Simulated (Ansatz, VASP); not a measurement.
One calculation of As2Se, two programs

```
CELL_PARAMETERS angstrom
-3.53999 3.53999 2.63950
3.53999 -3.53999 2.63950
3.53999 3.53999 -2.63950
ATOMIC_POSITIONS crystal
As 0.87500 0.12500 0.75000
As 0.37500 0.12500 0.25000
As 0.87500 0.62500 0.75000
As 0.87500 0.12500 0.25000
Se 0.50000 0.50000 0.00000
Se 0.25000 0.75000 0.50000
```

Alike in both runs: functional PBE; k mesh 8 × 8 × 8; occupations gaussian, width 0.1 eV; no spin polarisation.

Ansatz relaxed the structure, and its values are those at the end. VASP's run is a single point on that final structure, the one shown.

|  | VASP | Ansatz |
| --- | --- | --- |
| version | VASP 6.6.1 | Ansatz 0.2.0 |
| potentials or method | VASP PAW PBE potentials, release 64 (As, Se) | scalar-relativistic, plane waves, PAW |
| plane-wave cutoff (eV) | 520 | 420 |
| valence electrons in the cell | 32 | 92 |

```tsv
	VASP	Ansatz	Ansatz less VASP
gap on the k mesh at the Fermi level (eV)	none	none	-
pressure (GPa)	0.1	0.0	-0.09
```

A gap of «none» marks a metal or a gap that the smearing closes. The functional is the same, so the differences come from potentials, cutoffs and numerics. The two sets of potentials don't hold the same shells in valence.
